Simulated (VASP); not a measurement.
All values below come from RPBE GGA, VASP's PBE PAW potentials (set 64) (plane waves; VASP).

The input files of a VASP run:

### KPOINTS
```
K-points
0
G
 10 10 10
```

File POSCAR:
```
AuZn
1.0
  3.2204662287   0.0000000000   0.0000000000
  0.0000000000   3.2204662287   0.0000000000
  0.0000000000   0.0000000000   3.2204662287
Zn Au
1 1
Cart
  1.6102331143   1.6102331143   1.6102331143
  0.0000000000   0.0000000000   0.0000000000
```

**INCAR**
```
SYSTEM = AuZn
PREC = Accurate
ENCUT = 520
EDIFF = 1E-6
NELM = 100
ALGO = Normal
LREAL = .FALSE.
LASPH = .TRUE.
ISMEAR = 1
SIGMA = 0.1
GGA = RP
LMAXMIX = 6
LWAVE = .FALSE.
LCHARG = .FALSE.
IBRION = 2
ISIF = 3
NSW = 60
EDIFFG = -0.01
```

POTCAR, in this order: Zn Au (PBE.64 set). Program: vasp_std.

Q: What will the output report for the number of irreducible k-points (NKPTS), largest plane-wave count, number of space-group operations, FFT grid (NGX, NGY, NGZ)?

A: 
The number of irreducible k-points (NKPTS) comes out as 56 and the largest plane-wave count is 916. The number of space-group operations is 48 and the FFT grid (NGX, NGY, NGZ) comes out as 24 × 24 × 24.

The compound is AuZn in the CsCl type structure. It was relaxed first, which changed the volume by +7 %. The start is the result of an earlier pass. The electron count is odd and the run is not spin-polarised, which forces a metal.
